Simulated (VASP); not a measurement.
# GaN: exact exchange and RPA correlation

Wanted: where the RPA puts the energy minimum of GaN. The scan starts from a database cell scaled to its smallest volume. The cell is of the zinc-blende type, which need not be the form that is stable at ambient conditions. The start is a computed cell from a database.

Main program and level: VASP 6.6.1; RPA correlation on LDA orbitals; plane waves and PAW (Ga_d_GW, N_GW), in the first sound run; inputs show where later runs differ.

### Step 1. Starting point

It takes space group F-43m (No. 216, cubic). Conventional cell: a = 4.383 Å, b = 4.383 Å, c = 4.383 Å, α = 90.00°, β = 90.00°, γ = 90.00°. Ga has 4 N at 1.90 Å nearest. Nearest to N lie 4 Ga at 1.90 Å. Farther neighbours, and contacts between anions beyond the nearest, are not listed.

Structure file:

```xyz
2
Lattice="0.0000 2.1917 2.1917 2.1917 0.0000 2.1917 2.1917 2.1917 0.0000" Properties=species:S:1:pos:R:3 pbc="T T T"
Ga    0.0000    0.0000    0.0000
N     1.0959    1.0959    1.0959
```

### Step 2. Orbitals, volume ratio 0.92

RPA gives no stress here, so the energy is scanned over volumes, at one cutoff and mesh. Volumes are given as ratios to a reference cell, and this first cell is that cell scaled to 0.92. Each point starts from LDA orbitals, tightly converged.

Contents of INCAR:

```
SYSTEM = GaN
PREC = Accurate
ENCUT = 470
EDIFF = 1E-08
NELM = 100
ISMEAR = 0
SIGMA = 0.05
LREAL = .FALSE.
ALGO = Normal
GGA = CA
NBANDS = 15
LORBIT = 11
LWAVE = .TRUE.
LCHARG = .FALSE.
KPAR = 4
```

Contents of POSCAR:

```
GaN
1.0
    0.0000000000      2.1917295107      2.1917295107
    2.1917295107      0.0000000000      2.1917295107
    2.1917295107      2.1917295107      0.0000000000
Ga N
1 1
Direct
    0.0000000000      0.0000000000      0.0000000000
    0.2500000000      0.2500000000      0.2500000000
```

Contents of KPOINTS:

```
Automatic mesh
0
Gamma
6 6 6
0 0 0
```

Potentials, in the order of the species: Ga_d_GW and N_GW (LDA family, release 64).

On the command line:

```
mpirun -np 4 vasp_std
```

What it wrote:

```text
[banner, memory and clock lines left out]
running    4 mpi-ranks, on    1 nodes
 distrk:  each k-point on    1 cores,    4 groups
 distr:  one band on    1 cores,    1 groups

 POSCAR found type information on POSCAR GaN
 POSCAR found :  2 types and       2 ions
 LDA part: xc-table for (Slater(with rela. corr.)+CA(PZ))
 , standard interpolation
 POSCAR, INCAR and KPOINTS ok, starting setup
 FFT: planning ... GRIDC
 FFT: planning ... GRID_SOFT
 FFT: planning ... GRID
 WAVECAR not read
 entering main loop
       N       E                     dE             d eps       ncg     rms          rms(c)
DAV:   1     0.125747E+03    0.12575E+03   -0.10737E+04   512   0.191E+03
DAV:   2    -0.730652E+01   -0.13305E+03   -0.12670E+03   529   0.389E+02
DAV:   3    -0.159139E+02   -0.86073E+01   -0.85568E+01   627   0.110E+02
DAV:   4    -0.160541E+02   -0.14027E+00   -0.14025E+00   543   0.154E+01
DAV:   5    -0.160582E+02   -0.40310E-02   -0.40310E-02   649   0.276E+00    0.124E+01
DAV:   6    -0.139536E+02    0.21046E+01   -0.52093E+00   734   0.536E+01    0.592E+00
DAV:   7    -0.139233E+02    0.30282E-01   -0.30854E-01   585   0.895E+00    0.364E+00
DAV:   8    -0.138998E+02    0.23556E-01   -0.58277E-02   530   0.343E+00    0.370E-01
DAV:   9    -0.138982E+02    0.15372E-02   -0.59517E-03   768   0.206E+00    0.749E-02
DAV:  10    -0.138983E+02   -0.50727E-04   -0.47830E-04   586   0.368E-01    0.166E-02
DAV:  11    -0.138983E+02    0.65263E-05   -0.34133E-05   790   0.142E-01    0.460E-03
DAV:  12    -0.138983E+02   -0.27814E-06   -0.28717E-06   606   0.249E-02    0.215E-03
DAV:  13    -0.138983E+02    0.20721E-07   -0.29386E-07   729   0.771E-03    0.246E-04
DAV:  14    -0.138983E+02    0.48021E-08   -0.92270E-09   399   0.158E-03
   1 F= -.13898274E+02 E0= -.13898274E+02  d E =-.412271E-17
 writing wavefunctions
```

Elapsed: 1.8 s, on 4 MPI ranks of Intel Xeon 6975P-C (Granite Rapids), shared host; peak memory 0.45 GiB.

Lines that name or quote the potential files are left out of all logs, and their timing lines are given in words.

OUTCAR, selected parts (step 2):

```text
ion  position               nearest neighbor table
   1  0.000  0.000  0.000-   2 1.90   2 1.90   2 1.90   2 1.90
   2  0.250  0.250  0.250-   1 1.90   1 1.90   1 1.90   1 1.90

  LATTYP: Found a face centered cubic cell.
 ALAT       =     4.3834590214

 Subroutine GETGRP returns: Found 24 space group operations
 (whereof 24 operations were pure point group operations)

The static configuration has the point symmetry T_d .

 Found     16 irreducible k-points:

   k-points           NKPTS =     16   k-points in BZ     NKDIM =     16   number of bands    NBANDS=     15

   dimension x,y,z NGX =    24 NGY =   24 NGZ =   24
   dimension x,y,z NGXF=    48 NGYF=   48 NGZF=   48

   ENCUT  =  470.0 eV  34.54 Ry    5.88 a.u.   5.48  5.48  5.48*2*pi/ulx,y,z

   NELECT =      18.0000    total number of electrons

 k-points in reciprocal lattice and weights: Automatic mesh
   0.00000000  0.00000000  0.00000000       0.005
   0.16666667  0.00000000  0.00000000       0.037
   0.33333333  0.00000000  0.00000000       0.037
   0.50000000  0.00000000  0.00000000       0.019
   0.16666667  0.16666667  0.00000000       0.028
   0.33333333  0.16666667  0.00000000       0.111
   0.50000000  0.16666667  0.00000000       0.111
  -0.33333333  0.16666667  0.00000000       0.111
  -0.16666667  0.16666667  0.00000000       0.056
[...]
-0.33333333  0.33333333  0.16666667       0.111
  -0.33333333  0.50000000  0.16666667       0.056

 average (electrostatic) potential at core
       1 -64.0558       2 -63.5987

 E-fermi :   6.0594

 k-point     1 :       0.0000    0.0000    0.0000
  band No.  band energies     occupation
    ...
      5      -7.5436      2.00000
      6      -7.5436      2.00000
      7       5.7758      2.00000
      8       5.7758      2.00000
      9       5.7758      2.00000
     10       8.0655      0.00000
     11      16.4054      0.00000
     12      16.4054      0.00000
     13      16.4054      0.00000
     14      24.2179      0.00000
    ...

 k-point     2 :       0.1667    0.0000    0.0000
  band No.  band energies     occupation
    ...
      5      -7.5458      2.00000
      6      -7.5458      2.00000
      7       3.4602      2.00000
      8       5.4713      2.00000
      9       5.4713      2.00000
     10       9.5845      0.00000
     11      15.3581      0.00000
     12      16.7965      0.00000
     13      16.7965      0.00000
     14      22.9705      0.00000
    ...

 k-point     3 :       0.3333    0.0000    0.0000
  band No.  band energies     occupation
    ...
      5      -7.5181      2.00000
      6      -7.1141      2.00000
      7       0.0679      2.00000
      8       4.9309      2.00000
      9       4.9309      2.00000
     10      10.7240      0.00000
     11      14.7132      0.00000
     12      16.7168      0.00000
     13      16.7168      0.00000
     14      21.8492      0.00000
    ...

  Total        1.4733733      1.4733733      1.4733733      0.0000000      0.0000000     -0.0000000
  in kB      112.1069409    112.1069409    112.1069409      0.0000000      0.0000000     -0.0000000
  external PRESSURE =     112.1069409 kB  Pullay stress =       0.0000000 kB

  energy-cutoff  :      470.00
  volume of cell :       21.06
      direct lattice vectors                 reciprocal lattice vectors
     0.000000000  2.191729511  2.191729511    -0.228130341  0.228130341  0.228130341
     2.191729511  0.000000000  2.191729511     0.228130341 -0.228130341  0.228130341
     2.191729511  2.191729511  0.000000000     0.228130341  0.228130341 -0.228130341

 POSITION                                       TOTAL-FORCE (eV/Angst)
 -----------------------------------------------------------------------------------
      0.00000      0.00000      0.00000        -0.000000     -0.000000     -0.000000
      1.09586      1.09586      1.09586         0.000000      0.000000      0.000000
 -----------------------------------------------------------------------------------
    total drift:                                0.000003      0.000003      0.000002

  FREE ENERGIE OF THE ION-ELECTRON SYSTEM (eV)
  ---------------------------------------------------
  free  energy   TOTEN  =       -13.8982743368 eV

  energy  without entropy=      -13.8982743368  energy(sigma->0) =      -13.89827434

 total charge
# of ion       s       p       d       tot
------------------------------------------
    1        0.807   1.017  10.180  12.004
    2        1.182   2.506   0.000   3.688
--------------------------------------------------
tot          1.989   3.523  10.180  15.692

[... 3 further parts left out ...]
```

The gap is read on the k-mesh alone, so it is an upper bound where the band edges lie off the mesh.

A gap read on the k-mesh alone can miss the band edges.

Numbers from this step:

- free energy (TOTEN): -13.90 eV
- Fermi energy: 6.059 eV
- pressure: 11.21 GPa
- gap on the k-mesh: 2.290 eV
- least direct gap on the k-mesh: 2.290 eV

### Step 3. Exact exchange, volume ratio 0.92

This step: Hartree-Fock energy on LDA orbitals; plane waves and PAW (Ga_d_GW, N_GW) (VASP 6.6.1).

The Hartree-Fock energy is evaluated once on these orbitals (ALGO = Eigenval, NELM = 1), without letting them relax. It uses the mesh of the correlation step, since the long-wavelength errors of the two partly cancel, and the total energy is their sum.

Contents of INCAR:

```
SYSTEM = GaN
PREC = Accurate
ENCUT = 470
ISMEAR = 0
SIGMA = 0.05
LREAL = .FALSE.
GGA = CA
NBANDS = 15
ALGO = Eigenval
NELM = 1
LHFCALC = .TRUE.
AEXX = 1
ALDAC = 0
AGGAC = 0
PRECFOCK = Normal
LWAVE = .FALSE.
LCHARG = .FALSE.
```

POSCAR is that of step 2.

KPOINTS is that of step 2.

The WAVECAR or CHGCAR of an earlier step is read.

On the command line:

```
mpirun -np 4 vasp_std
```

What it wrote:

```text
[banner, memory and clock lines left out]
running    4 mpi-ranks, on    1 nodes
 distrk:  each k-point on    4 cores,    1 groups
 distr:  one band on    1 cores,    4 groups

 POSCAR found type information on POSCAR GaN
 POSCAR found :  2 types and       2 ions
 LDA part: xc-table for (Slater(with rela. corr.)+CA(PZ))
 , standard interpolation
|                                                                             |
|           W    W    AA    RRRRR   N    N  II  N    N   GGGG   !!!           |
|           W    W   A  A   R    R  NN   N  II  NN   N  G    G  !!!           |
|           W    W  A    A  R    R  N N  N  II  N N  N  G       !!!           |
|           W WW W  AAAAAA  RRRRR   N  N N  II  N  N N  G  GGG   !            |
|           WW  WW  A    A  R   R   N   NN  II  N   NN  G    G                |
|           W    W  A    A  R    R  N    N  II  N    N   GGGG   !!!           |
|                                                                             |
|     The number of bands has been changed from the values supplied in        |
|     The orbitals not found in the WAVECAR file will be initialized with     |
|     random numbers, which is usually adequate. For correlated               |
|     calculations, however, you should redo the groundstate calculation.     |
|     I found NBANDS = 15. Now, NBANDS = 16.                                  |
|                                                                             |

 found WAVECAR, reading the header
  number of bands has changed, file:    15 present:    16
  trying to continue reading WAVECAR, but it might fail
 POSCAR, INCAR and KPOINTS ok, starting setup
 FFT: planning ... GRIDC
 FFT: planning ... GRID_SOFT
 FFT: planning ... GRID
 reading WAVECAR
 random initialization beyond band           15
 the WAVECAR file was read successfully
 initial charge from wavefunction
 entering main loop
       N       E                     dE             d eps       ncg     rms          rms(c)
EIG:   1    -0.225860E+02   -0.22586E+02    0.00000E+00     0   0.000E+00
   1 F= -.22585996E+02 E0= -.22585996E+02  d E =-.329094E-31
```

Run time: 54 s. Hardware: 4 MPI ranks; peak memory 0.4 GiB.

Parts of OUTCAR (step 3):

```text
The static configuration has the point symmetry T_d .

 Found     16 irreducible k-points:

   k-points           NKPTS =     16   k-points in BZ     NKDIM =    216   number of bands    NBANDS=     16

   NELECT =      18.0000    total number of electrons

  exchange ACFDT corr.  =         0.00000000  see jH, gK, PRB 81, 115126

 E-fermi :   6.1778

 k-point     1 :       0.0000    0.0000    0.0000
  band No.  band energies     occupation
    ...
      5     -20.7115      2.00000
      6     -20.7115      2.00000
      7       2.1817      2.00000
      8       2.1817      2.00000
      9       2.1817      2.00000
     10      12.8709      0.00000
     11      23.0484      0.00000
     12      23.0484      0.00000
     13      23.0484      0.00000
     14      31.9606      0.00000
    ...

 k-point     2 :       0.1667    0.0000    0.0000
  band No.  band energies     occupation
    ...
      5     -20.7131      2.00000
      6     -20.7131      2.00000
      7      -0.6345      2.00000
      8       1.8005      2.00000
      9       1.8005      2.00000
     10      14.7056      0.00000
     11      22.0134      0.00000
     12      23.5887      0.00000
     13      23.5887      0.00000
     14      30.0432      0.00000
    ...

 POSITION                                       TOTAL-FORCE (eV/Angst)
 -----------------------------------------------------------------------------------
      0.00000      0.00000      0.00000        -0.000000     -0.000000     -0.000000
      1.09586      1.09586      1.09586         0.000000      0.000000      0.000000
 -----------------------------------------------------------------------------------
    total drift:                                0.000005      0.000003      0.000003

  FREE ENERGIE OF THE ION-ELECTRON SYSTEM (eV)
  ---------------------------------------------------
  free  energy   TOTEN  =       -22.5859958190 eV

  energy  without entropy=      -22.5859958190  energy(sigma->0) =      -22.58599582

[... 7 parts as in an earlier step ...]

[... 5 further parts left out ...]
```

This step gave:

* free energy (TOTEN): -22.59 eV

The Hartree-Fock energy on these orbitals is -11.2930 eV an atom.

### Step 4. Empty bands, volume ratio 0.92

This step: LDA; plane waves and PAW (Ga_d_GW, N_GW) (VASP 6.6.1).

The next step needs empty bands that the ground-state run didn't converge, so the Hamiltonian is diagonalised in full, in a single step. LOPTICS writes the k-derivatives of the orbitals (WAVEDER), which give the long-wavelength limit of the screening.

Contents of INCAR:

```
SYSTEM = GaN
PREC = Accurate
ENCUT = 470
ISMEAR = 0
SIGMA = 0.05
LREAL = .FALSE.
GGA = CA
NBANDS = 528
ALGO = Exact
NELM = 1
LWAVE = .TRUE.
LCHARG = .FALSE.
LOPTICS = .TRUE.
NEDOS = 1000
CSHIFT = 0.1
```

POSCAR is that of step 3.

KPOINTS is that of step 3.

On the command line:

```
mpirun -np 4 vasp_std
```

What it wrote:

```text
[banner, memory and clock lines left out]
running    4 mpi-ranks, on    1 nodes
 distrk:  each k-point on    4 cores,    1 groups
 distr:  one band on    1 cores,    4 groups

 POSCAR found type information on POSCAR GaN
 POSCAR found :  2 types and       2 ions
 LDA part: xc-table for (Slater(with rela. corr.)+CA(PZ))
 , standard interpolation
 found WAVECAR, reading the header
  number of bands has changed, file:    15 present:   528
  trying to continue reading WAVECAR, but it might fail
 POSCAR, INCAR and KPOINTS ok, starting setup
 FFT: planning ... GRIDC
 FFT: planning ... GRID_SOFT
 FFT: planning ... GRID
 reading WAVECAR
 random initialization beyond band           15
 the WAVECAR file was read successfully
 initial charge from wavefunction
 entering main loop
       N       E                     dE             d eps       ncg     rms          rms(c)
DIA:   1    -0.138983E+02   -0.13898E+02    0.00000E+00     0   0.000E+00
   1 F= -.13898274E+02 E0= -.13898274E+02  d E =-.546054E-51
 writing wavefunctions
 optical routines
 imaginary and real dielectric function
 recalculating local potential from charge density
 direction            1
 direction            2
 direction            3
```

Wall time 4.6 s (4 MPI ranks); peak memory 0.6 GiB; 12 s of CPU time.

Parts of OUTCAR (step 4):

```text
The static configuration has the point symmetry T_d .

 Found     16 irreducible k-points:

   k-points           NKPTS =     16   k-points in BZ     NKDIM =     16   number of bands    NBANDS=    528

   NELECT =      18.0000    total number of electrons

 E-fermi :   6.3007

 k-point     2 :       0.1667    0.0000    0.0000
  band No.  band energies     occupation
    ...
      5      -7.5458      2.00000
      6      -7.5458      2.00000
      7       3.4603      2.00000
      8       5.4713      2.00000
      9       5.4713      2.00000
     10       9.5845      0.00000
     11      15.3581      0.00000
     12      16.7965      0.00000
     13      16.7965      0.00000
     14      22.9599      0.00000
    ...

 k-point     3 :       0.3333    0.0000    0.0000
  band No.  band energies     occupation
    ...
      5      -7.5182      2.00000
      6      -7.1141      2.00000
      7       0.0679      2.00000
      8       4.9309      2.00000
      9       4.9309      2.00000
     10      10.7240      0.00000
     11      14.7133      0.00000
     12      16.7168      0.00000
     13      16.7168      0.00000
     14      21.8492      0.00000
    ...

  Total        1.4733836      1.4733836      1.4733836     -0.0000000      0.0000000     -0.0000000
  in kB      112.1077310    112.1077310    112.1077310     -0.0000000      0.0000000     -0.0000000
  external PRESSURE =     112.1077310 kB  Pullay stress =       0.0000000 kB

  FREE ENERGIE OF THE ION-ELECTRON SYSTEM (eV)
  ---------------------------------------------------
  free  energy   TOTEN  =       -13.8982743358 eV

  energy  without entropy=      -13.8982743358  energy(sigma->0) =      -13.89827434

 plasma frequency squared (from intraband transitions) (eV^2)
  --------------------------------------------------------------------------------------
       0.000       0.000       0.000
       0.000       0.000       0.000
       0.000       0.000       0.000

[... 9 parts as in an earlier step ...]

[... 4 further parts left out ...]
```

WAVECAR now holds 528 bands for 18 electrons.

(Continued in part 2 of 6.)

[Long decimals in the printed logs are rounded to 6 places.]

[Lines on the potential files, build, host, timing and source positions are cut from VASP's logs without a mark.]

[Logs are printed without paths, hosts, clocks, repeated set-up lines and the standing remarks that a program may print on its own settings, such as how far it seeks lower states.]

[Hosts, paths, dates, database ids (printed as entryN), source tags and the programs' standing remarks are cut or masked in the printed files.]

[Measured values are set beside computed ones only where the two were judged alike; some that the calculation misses by far are left out.]

[Pressures printed for these runs are not shown converged in the cutoff: they can be off by several GPa and have the wrong sign.]
